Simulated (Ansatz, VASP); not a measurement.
This is a calculation of Mg6CrNi for VASP 6.6.1. Atoms were shifted at random by some hundredths of an Å from the given cell, which wasn't relaxed again for these runs. The cell comes from a database or a generator and needn't be the stable form of this composition.

The input INCAR:

```
SYSTEM = Mg6CrNi
PREC = Accurate
ENCUT = 520
EDIFF = 1E-7
ISMEAR = -1
SIGMA = 0.05
LREAL = .FALSE.
LASPH = .TRUE.
NELM = 120
ALGO = Normal
ISIF = 2
LWAVE = .FALSE.
LCHARG = .FALSE.
ISPIN = 2
MAGMOM = 1 3 0 0 0 0 0 0
LORBIT = 11
LMAXMIX = 4
GGA = PE
NBANDS = 31
```

The input KPOINTS:

```
Automatic mesh
0
G
  6 5 5
  0 0 0
```

The input POSCAR:

```
Mg6CrNi
1.0
    4.8226690000      0.0000000000      0.0000000000
    0.0000000000      3.0326855000      5.2348385000
    0.0000000000     -3.0326855000      5.2348385000
Ni Cr Mg
1 1 6
Direct
    0.4944140000      0.8276770000      0.8365940000
    0.4937490000      0.3356190000      0.3374620000
   -0.0008370000      0.1711690000      0.1747030000
    0.0016860000      0.6665380000      0.6724370000
    0.0020390000      0.6574720000      0.1669450000
    0.0024550000      0.1515830000      0.6685710000
    0.5072350000      0.8270330000      0.3317100000
    0.5070500000      0.3316400000      0.8414900000
```

Potentials or basis: VASP PAW PBE potentials, release 64 (Ni, Cr_pv, Mg).

Launch:

```bash
$ cat potpaw_PBE.64/Ni/POTCAR potpaw_PBE.64/Cr_pv/POTCAR potpaw_PBE.64/Mg/POTCAR > POTCAR
$ mpirun -np 1 vasp_std > vasp.out
```

Q: What does the same run look like in Ansatz 0.2.0? Potentials or basis there: Ansatz PAW, cutoff 420 eV.

A: As run (cutoffs and basis follow the program's own potentials, and thresholds, step limits or extra output files can differ):

The input input.yaml:

```yaml
crystal:
  lattice:
    - [4.822669, 0.0, 0.0]
    - [0.0, 3.0326855, 5.2348385]
    - [0.0, -3.0326855, 5.2348385]
  atoms:
    - { symbol: Ni, position: [0.494414, 0.827677, 0.836594], spin: 1.0 }
    - { symbol: Cr, position: [0.493749, 0.335619, 0.337462], spin: 3.0 }
    - { symbol: Mg, position: [-0.000837, 0.171169, 0.174703] }
    - { symbol: Mg, position: [0.001686, 0.666538, 0.672437] }
    - { symbol: Mg, position: [0.002039, 0.657472, 0.166945] }
    - { symbol: Mg, position: [0.002455, 0.151583, 0.668571] }
    - { symbol: Mg, position: [0.507235, 0.827033, 0.33171] }
    - { symbol: Mg, position: [0.50705, 0.33164, 0.84149] }
hamiltonian:
  xc: pbe
  pseudopotentials: { kind: paw }
magnetization:
  spin_polarized: true
kpoints:
  mp_grid: { grid: [6, 5, 5] }
scf:
  occupations: { method: fermi_dirac, width: 0.05 }
output:
  forces: true
  stress: true
  eigenvalues: true
```

Potentials or basis: Ansatz PAW.

The run is started by

```bash
$ ansatz run input.yaml --threads 4 --pin off --max-ram 10240MiB --backend cpu --events-out ev --progress --plain --runs-dir out
```

Both were run:

|  | VASP | Ansatz |
| --- | --- | --- |
| Pressure | 0.1 GPa | 0.2 GPa |
| Largest force | 0.315 eV/Å | 0.322 eV/Å |
| Net moment | 3.82 μB per cell | 3.81 μB per cell |

Ansatz's pressure holds a Pulay term of +0.01 GPa for its cutoff of 420 eV, which the other run lacks.

The potentials hold 34 and 92 valence electrons a cell.

Where Ansatz's input types no cutoff or centring, it takes its own default and a Γ-centred mesh.

The magnetic state is the one that the start led to; the real crystal's order can differ.

Pressure is positive in compression.
